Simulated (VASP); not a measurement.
Here is the system:

```xyz
4
Lattice="1.2571 -2.1773 0.0000 1.2571 2.1773 0.0000 0.0000 0.0000 8.1008" Properties=species:S:1:pos:R:3 pbc="T T T"
C      2.5142     0.0000     2.0252
C      1.2571     2.1773     6.0756
C      1.2571     0.7258     2.0252
C      1.2571    -0.7258     6.0756
```

Calculation: PW91 GGA, VASP's PBE PAW potentials (set 64) (plane waves; VASP). Numerical set-up: 520 eV cut-off, 10×10×3 Γ-centred mesh, Gaussian smearing of 0.050 eV, potentials C.

Without a dispersion term in the relaxation, distances and binding between the weakly bound layers, chains or molecules are unreliable, and so is what depends on them.

### Question
The ions and cell shape at fixed volume are relaxed. What does this cell relax into?

### Answer

```xyz
4
Lattice="1.2331 -2.1358 0.0000 1.2331 2.1358 0.0000 0.0000 0.0000 8.4193" Properties=species:S:1:pos:R:3 pbc="T T T"
C      0.0000     0.0000     2.1048
C      0.0000     0.0000     6.3145
C      1.2331     0.7119     2.1048
C      1.2331    -0.7119     6.3145
```
Space group P6_3/mmc (194), at a tolerance of 0.03 Å.

### Question
How much energy does the relaxation gain?

### Answer
The energy (σ→0) changes by -24.8 meV/atom, in 3 ionic steps.

The compound is C in the graphite structure. This cell is one point of a volume scan, at 1.06 of the reference volume. Symmetry was kept, so distortions that lower it aren't found.
